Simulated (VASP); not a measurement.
Crystal: La2Mg3.

```
CELL_PARAMETERS angstrom
4.11678 0.00000 0.00000
0.00000 4.11678 0.00000
0.00000 0.00000 4.11678
ATOMIC_POSITIONS crystal
La 0.00000 0.00000 0.00000
La 0.50000 0.50000 0.50000
Mg 0.00000 0.50000 0.50000
Mg 0.50000 0.00000 0.50000
Mg 0.50000 0.50000 0.00000
```

The cell was built by a generator and needn't be a form met in nature.

The cell isn't the ideal one: random cell by space group and Wyckoff sites (Pm-3m, No. 221).

| Item | Value |
| --- | --- |
| Program | VASP 6.6.1 |
| Task | relaxation of cell and atoms |
| Functional | PBE |
| Potentials or basis | VASP PAW PBE potentials, release 64 (La, Mg) |
| Cutoff | 600 eV |
| k mesh | 4 × 4 × 4 |
| Occupations | gaussian, width 0.1 eV |
| Spin | no spin polarisation |

At the start: pressure 147.3 GPa; volume 13.95 Å³/atom.

Question: Where does the relaxation end?

Answer: Over 6 steps the energy falls by 4572.5 meV/atom and the volume is 36.32 Å³/atom (+160.3 %); space group Pm-3m (No. 221, to 0.05 Å).

The path:
```tsv
step	energy change (eV)	largest force (eV/Å)	pressure (GPa)	volume (Å³)
1	0.0000	0.0000	147.25	69.77
2	-21.0146	0.0000	-3.54	295.92
3	-22.7431	0.0000	2.45	165.39
4	-22.8068	0.0000	-1.23	196.81
5	-22.8620	0.0000	-0.21	184.65
6	-22.8627	0.0000	0.13	181.59
```

Final structure:
```
La Mg
1.0
     5.66283    0.00000    0.00000
     0.00000    5.66283    0.00000
     0.00000    0.00000    5.66283
La Mg
2 3
Direct
  0.00000 0.00000 0.00000
  0.50000 0.50000 0.50000
  0.00000 0.50000 0.50000
  0.50000 0.00000 0.50000
  0.50000 0.50000 0.00000
```

Caveat: the k mesh is coarse (spacing up to 0.38 Å⁻¹), so the values aren't converged; the volume moved by over 15 % at a fixed basis, so the end points are rough.
